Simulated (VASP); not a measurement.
# MgCd2S3 (Imm2) in VASP: single point with r2SCAN

Aim: the single point of MgCd2S3 with r2SCAN.

All numbers are computed with VASP 6.6.1; they aren't measurements. Logs are shortened: lines on timing, memory, paths and dates and some standing lists are left out, and cuts for length are marked.

### Step 1. The crystal as given

It takes space group Imm2 (No. 44, orthorhombic). Conventional cell: a = 4.144 Å, b = 12.409 Å, c = 5.842 Å, α = 90.00°, β = 90.00°, γ = 90.00°. Around Mg (site symmetry mm2) lie 4 S at 2.46 to 2.47 Å. Cd (site symmetry m) has 4 S at 2.57 Å as nearest neighbours. S (site symmetry mm2) is surrounded by 2 Mg at 2.47 Å and 2 Cd at 2.57 Å. S (site symmetry m) is surrounded by 1 Mg at 2.46 Å and 3 Cd at 2.57 Å.

The cell was built by a generator and needn't be a form met in nature.

### Step 2. Single point, r2SCAN

Contents of INCAR:

```
SYSTEM = MgCd2S3
ALGO     = Normal         ! electronic algorithm
EDIFF    = 1E-6           ! SCF threshold, eV
ENCUT    = 520            ! plane-wave cutoff, eV
ISIF     = 2              ! what is computed and relaxed
ISMEAR   = 0              ! smearing method
KPAR     = 8            
LASPH    = .TRUE.         ! aspherical terms in the spheres
LCHARG   = .FALSE.        ! write CHGCAR
LMIXTAU  = .TRUE.       
LREAL    = .FALSE.        ! projectors in reciprocal space
LWAVE    = .FALSE.        ! write WAVECAR
METAGGA  = R2SCAN         ! meta-GGA
NELM     = 150            ! most SCF steps
PREC     = Accurate       ! precision mode
SIGMA    = 0.03           ! smearing width, eV
```

Contents of KPOINTS:

```
k-points
0
G
  8 8 8
  0 0 0
```

Contents of POSCAR:

```
MgCd2S3
1.0
   -2.0719800000      6.2046100000      2.9210900000
    2.0719800000     -6.2046100000      2.9210900000
    2.0719800000      6.2046100000     -2.9210900000
Mg Cd S
1 2 3
Direct
    0.9976190000      0.9976190000      0.0000000000
    0.6663280000      0.0011380000      0.6651900000
    0.3359480000      0.0011380000      0.3348100000
    0.7663240000      0.2663240000      0.5000000000
    0.0802850000      0.2420180000      0.8382680000
    0.4037500000      0.2420180000      0.1617320000
```

Potentials or basis: VASP PAW PBE potentials, release 64 (Mg, Cd, S).

Command:

```sh
$ cat potpaw_PBE.64/Mg/POTCAR potpaw_PBE.64/Cd/POTCAR potpaw_PBE.64/S/POTCAR > POTCAR
$ mpirun -np 8 vasp_std > vasp.out
```

OUTCAR:

```text
SYSTEM = MgCd2S3
   EDIFF = 1E-6
   ENCUT = 520
   ISIF = 2
   ISMEAR = 0
   LASPH = .TRUE.
   LREAL = .FALSE.
   METAGGA = R2SCAN
   NELM = 150
   PREC = Accurate

 ion  position               nearest neighbor table
   1  0.998  0.998  0.000-   6 2.46   5 2.46   4 2.47   4 2.47
   2  0.666  0.001  0.665-   6 2.57   6 2.57   5 2.57   4 2.57
   3  0.336  0.001  0.335-   5 2.57   5 2.57   6 2.57   4 2.57
   4  0.766  0.266  0.500-   1 2.47   1 2.47   3 2.57   2 2.57
   5  0.080  0.242  0.838-   1 2.46   3 2.57   3 2.57   2 2.57
   6  0.404  0.242  0.162-   1 2.46   2 2.57   2 2.57   3 2.57

  LATTYP: Found a body centered orthorhombic cell.
 ALAT       =     4.1439600000
 B/A-ratio  =     1.4098060792
 C/A-ratio  =     2.9945318005

  Lattice vectors:

 A1 = (   2.0719800000,  -6.2046100000,  -2.9210900000)
 A2 = (  -2.0719800000,  -6.2046100000,   2.9210900000)
 A3 = (  -2.0719800000,   6.2046100000,  -2.9210900000)

Analysis of symmetry for initial positions (statically):
=====================================================================
 Subroutine PRICEL returns:
 Original cell was already a primitive cell.

 Routine SETGRP: Setting up the symmetry group for a
 body centered orthorhombic supercell.

 Subroutine GETGRP returns: Found  4 space group operations
 (whereof  4 operations were pure point group operations)
 out of a pool of  8 trial point group operations.

The static configuration has the point symmetry C_2v.

Analysis of symmetry for dynamics (positions and initial velocities):
=====================================================================
 Subroutine PRICEL returns:
 Original cell was already a primitive cell.

 Routine SETGRP: Setting up the symmetry group for a
 body centered orthorhombic supercell.

 Subroutine GETGRP returns: Found  4 space group operations
 (whereof  4 operations were pure point group operations)
 out of a pool of  8 trial point group operations.

The dynamic configuration has the point symmetry C_2v.

 Subroutine INISYM returns: Found  4 space group operations
 (whereof  4 operations are pure point group operations),
 and found     1 'primitive' translations

----------------------------------------------------------------------------------------

                                     Primitive cell

  volume of cell :     150.2121

  direct lattice vectors                    reciprocal lattice vectors
    -2.071980000  6.204610000  2.921090000     0.000000000  0.080585242  0.171168981
     2.071980000 -6.204610000  2.921090000     0.241315071  0.000000000  0.171168981
     2.071980000  6.204610000 -2.921090000     0.241315071  0.080585242  0.000000000

  length of vectors
     7.164010969  7.164010969  7.164010969     0.189189856  0.295857708  0.254414906

  position of ions in fractional coordinates (direct lattice)
     0.997619000  0.997619000  0.000000000
     0.666328000  0.001138000  0.665190000
     0.335948000  0.001138000  0.334810000
     0.766324000  0.266324000  0.500000000
     0.080285000  0.242018000  0.838268000
     0.403750000  0.242018000  0.161732000

  ion indices of the primitive-cell ions
   primitive index   ion index
                 1           1
                 2           2
                 3           3
                 4           4
                 5           5
                 6           6

----------------------------------------------------------------------------------------

 KPOINTS: k-points

Automatic generation of k-mesh.
 Grid dimensions read from file:
 generate k-points for:    8    8    8

 Generating k-lattice:

  Cartesian coordinates                     Fractional coordinates (reciprocal lattice)
     0.000000000  0.010073155  0.021396123     0.125000000 -0.000000000  0.000000000
     0.030164384  0.000000000  0.021396123    -0.000000000  0.125000000  0.000000000
     0.030164384  0.010073155  0.000000000     0.000000000  0.000000000  0.125000000

  Length of vectors
     0.023648732  0.036982214  0.031801863

  Shift w.r.t. Gamma in fractional coordinates (k-lattice)
     0.000000000  0.000000000  0.000000000

 Subroutine IBZKPT returns following result:
 ===========================================

 Found     95 irreducible k-points:

 Following reciprocal coordinates:
            Coordinates               Weight
  0.000000  0.000000  0.000000      1.000000
  0.125000  0.000000  0.000000      4.000000
  0.250000  0.000000  0.000000      4.000000
  0.375000  0.000000 -0.000000      4.000000
  0.500000  0.000000  0.000000      2.000000
  0.000000  0.125000  0.000000      4.000000
[... 16 lines left out ...]
  0.125000  0.375000  0.000000      8.000000
  0.250000  0.375000  0.000000      8.000000
 [... further k-points ...]
   k-points           NKPTS =     95   k-points in BZ     NKDIM =     95   number of bands    NBANDS=     26
   number of dos      NEDOS =    301   number of ions     NIONS =      6
   total plane-waves  NPLWV = 157464
   dimension x,y,z NGX =    54 NGY =   54 NGZ =   54
   dimension x,y,z NGXF=   108 NGYF=  108 NGZF=  108
   ions per type =               1   2   3
   NGX,Y,Z   is equivalent  to a cutoff of  12.53, 12.53, 12.53 a.u.
   NGXF,Y,Z  is equivalent  to a cutoff of  25.06, 25.06, 25.06 a.u.
 SYSTEM =  MgCd2S3
   PREC   = accura    normal or accurate (medium, high low for compatibility)
   ISTART =      0    job   : 0-new  1-cont  2-samecut
   ICHARG =      2    charge: 1-file 2-atom 10-const
   ISPIN  =      1    spin polarized calculation?
   LNONCOLLINEAR =      F non collinear calculations
   LSORBIT =      F    spin-orbit coupling
   LASPH  =      T    aspherical Exc in radial PAW
   ENCUT  =  520.0 eV  38.22 Ry    6.18 a.u.  13.32 13.32 13.32*2*pi/ulx,y,z
   NELM   =    150;   NELMIN=  2; NELMDL= -5     # of ELM steps
   EDIFF  = 0.1E-05   stopping-criterion for ELM
   LREAL  =      F    real-space projection
   EDIFFG = 0.1E-04   stopping-criterion for IOM
   NSW    =      0    number of steps for IOM
   IBRION =     -1    ionic relax: 0-MD 1-quasi-New 2-CG
   NFREE  =      0    steps in history (QN), initial steepest desc. (CG)
   ISIF   =      2    stress and relaxation
   ISYM   =      2    0-nonsym 1-usesym 2-fastsym
   POTIM  = 0.5000    time-step for ionic-motion
   TEBEG  =    0.0;   TEEND  =   0.0 temperature during run
   PSTRESS=    0.0 pullay stress
   NELECT =      44.0000    total number of electrons
   NUPDOWN=      -1.0000    fix difference up-down
   EMIN   =  10.00;   EMAX   =-10.00  energy-range for DOS
   EFERMI =   0.00;   METHOD = LEGACY
   ISMEAR =     0;   SIGMA  =   0.03  broadening in eV -4-tet -1-fermi 0-gaus
   EFERMI_NEDOS =   21; number of points for ismear=-14 and -15
   IALGO  =     38    algorithm
   IMIX   =      4    mixing-type and parameters
     AMIX     =   0.40;   BMIX     =  1.00
     AMIX_MAG =   1.60;   BMIX_MAG =  1.00
  volume/ion in A,a.u.               =      25.04       168.95
  Fermi-wavevector in a.u.,A,eV,Ry     =   1.087237  2.054579 16.083221  1.182083
  Thomas-Fermi vector in A             =   2.223391
   LORBIT       =      0    0 simple, 1 ext, 2 COOP (PROOUT), +10 PAW based schemes
   METAGGA = R2SCAN    functional components
   LHFCALC =     F    Hartree Fock is set to
   AEXX    =    0.0000 exact exchange contribution
   IVDW    =     0    specifies the selected vdW correction
   LEPSILON=     F    determine dielectric tensor
   LRPA    =     F    only Hartree local field effects (RPA)
 non-spin polarized calculation
 Gauss-broadening in eV      SIGMA  =   0.03
  energy-cutoff  :      520.00
  volume of cell :      150.21
 maximum number of plane-waves:      4070
 NGX is ok and might be reduce to    54
   NGX = 27   NGY = 27   NGZ = 27

 number of electron      44.0000001 magnetization

 Free energy of the ion-electron system (eV)
  ---------------------------------------------------
  ext. energy  EPLUGINS =         0.00000000
  ---------------------------------------------------
  free energy    TOTEN  =       -74.81059430 eV

  energy without entropy =      -74.81059430  energy(sigma->0) =      -74.81059430

 E-fermi :   0.8640     XC(G=0):  -9.2596

 val. band max:        0.6986805695   @ k =   0.0000   0.0000   0.0000
 cond. band min:       2.8632664556   @ k =   0.0000   0.0000   0.0000
 fundamental gap:      2.1645858861
 Fermi energy:         0.8640139857

 k-point     1 :       0.0000    0.0000    0.0000
  band No.  band energies     occupation
      1     -11.6385      2.00000
      2     -11.0877      2.00000
      3     -11.0168      2.00000
      4      -6.8412      2.00000
      5      -6.8252      2.00000
      6      -6.8106      2.00000
[... 18 lines left out ...]
     25       5.9045      0.00000
     26       6.8344      0.00000

 k-point     2 :       0.1250    0.0000    0.0000
  band No.  band energies     occupation
      1     -11.6113      2.00000
      2     -11.1024      2.00000
      3     -11.0291      2.00000
      4      -6.8372      2.00000
      5      -6.8229      2.00000
      6      -6.8051      2.00000
[... 18 lines left out ...]
     25       5.9772      0.00000
     26       6.8366      0.00000

 k-point     3 :       0.2500    0.0000    0.0000
  band No.  band energies     occupation
      1     -11.5353      2.00000
      2     -11.1364      2.00000
      3     -11.0701      2.00000
      4      -6.8251      2.00000
      5      -6.8144      2.00000
      6      -6.7861      2.00000
[... 18 lines left out ...]
     25       5.8830      0.00000
     26       6.9888      0.00000

 k-point     4 :       0.3750    0.0000   -0.0000
  band No.  band energies     occupation
      1     -11.4281      2.00000
      2     -11.1847      2.00000
      3     -11.1280      2.00000
      4      -6.8045      2.00000
      5      -6.8045      2.00000
      6      -6.7438      2.00000
[... 18 lines left out ...]
     25       5.8314      0.00000
     26       6.8934      0.00000
[... 496 lines left out ...]
      1     -11.2555      2.00000
      2     -11.0816      2.00000
      3     -11.0223      2.00000
      4      -6.7633      2.00000
      5      -6.7518      2.00000
      6      -6.6720      2.00000
[... 18 lines left out ...]
     25       6.1408      0.00000
     26       6.9175      0.00000

 k-point    23 :       0.1250    0.3750    0.0000
  band No.  band energies     occupation
      1     -11.2159      2.00000
      2     -11.1043      2.00000
      3     -11.0379      2.00000
      4      -6.7649      2.00000
      5      -6.7542      2.00000
      6      -6.6710      2.00000
[... 18 lines left out ...]
     25       6.6422      0.00000
     26       6.8985      0.00000

 k-point    24 :       0.2500    0.3750    0.0000
  band No.  band energies     occupation
      1     -11.1958      2.00000
      2     -11.1239      2.00000
      3     -11.0397      2.00000
      4      -6.7554      2.00000
      5      -6.7487      2.00000
      6      -6.6704      2.00000
[... 18 lines left out ...]
     25       6.3084      0.00000
     26       6.8931      0.00000

 [... further k-points ...]
[... 5 lines left out ...]
  --------------------------------------------------------------------------------------
  -------------------------------------------------------------------------------------
  Total       -1.2852089     -1.2400933     -1.2494609      0.0000000      0.0000000      0.0000000
  in kB      -13.7081657    -13.2269577    -13.3268732      0.0000000      0.0000000      0.0000000
  external PRESSURE =     -13.4206655 kB  Pullay stress =       0.0000000 kB

 VOLUME and BASIS-vectors are now :
 -----------------------------------------------------------------------------
  energy-cutoff  :      520.00
  volume of cell :      150.21
      direct lattice vectors                 reciprocal lattice vectors
    -2.071980000  6.204610000  2.921090000     0.000000000  0.080585242  0.171168981
     2.071980000 -6.204610000  2.921090000     0.241315071  0.000000000  0.171168981
     2.071980000  6.204610000 -2.921090000     0.241315071  0.080585242  0.000000000

 POSITION                                       TOTAL-FORCE (eV/Angst)
 -----------------------------------------------------------------------------------
      0.00000      0.00000      5.82827        -0.000000     -0.000000      0.018622
      0.00000      8.25449      0.00665         0.000000      0.007826     -0.010170
     -0.00000      4.15473      0.00665         0.000000     -0.007826     -0.010170
      0.00000      6.20461      1.55591        -0.000000      0.000000     -0.006854
      2.07198      4.19764     -1.50718        -0.000000     -0.006696      0.004286
     -0.00000      2.00697      1.41391        -0.000000      0.006696      0.004286
 -----------------------------------------------------------------------------------
    total drift:                               -0.000985      0.003406      0.001150

  FREE ENERGIE OF THE ION-ELECTRON SYSTEM (eV)
  ---------------------------------------------------
  free  energy   TOTEN  =       -74.8105943003 eV

  energy  without entropy=      -74.8105943003  energy(sigma->0) =      -74.81059430
```

Wall time 15 min (8 MPI ranks of AMD EPYC 7R43 (Zen 3), shared host); peak memory 0.65 GiB.

What came out:

- Free energy: -74.8106 eV
- Pressure: -1.3 GPa
- Largest force: 0.019 eV/Å
- Band gap on the k mesh: 2.16 eV, direct

Forces in eV/Å, atoms in the order of the input:
```
Mg   0.000  0.000  0.019
Cd   0.000  0.008 -0.010
Cd   0.000 -0.008 -0.010
S    0.000  0.000 -0.007
S    0.000 -0.007  0.004
S    0.000  0.007  0.004
```

Caveat: the PAW data sets were made with another functional, which shifts forces and pressure a little. r2SCAN opens gaps a little over a GGA but as a rule still falls short of measured ones.
